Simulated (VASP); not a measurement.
## Te4Mo3S2: computed properties

These are PBEsol GGA, VASP's PBE PAW potentials (set 64) (plane waves; VASP) values and carry that method's errors.

| Item | Value |
|---|---|
| space group | P-6m2 (187) |
| cell | a = b = 3.3617 Å, c = 28.3624 Å, α = β = 90.00°, γ = 120.00° |

```
Mo3S2Te4
1.0
    3.36166     0.00000     0.00000
   -1.68083     2.91128     0.00000
    0.00000     0.00000    28.36241
Te Mo S
4 3 2
Direct
  0.00000   0.00000   0.70469
  0.00000   0.00000   0.29531
  0.00000   0.00000   0.16422
  0.00000   0.00000   0.83578
  0.66667   0.33333   0.77014
  0.66667   0.33333   0.22986
  0.00000   0.00000   0.00000
  0.66667   0.33333   0.05261
  0.66667   0.33333   0.94739
```

The cell holds vacuum, so volume and density refer to the whole cell.  The cell holds a wide vacuum, so values per volume refer to the whole cell.

The cell is a sheet with vacuum, built from a database entry that may be metastable or hypothetical.
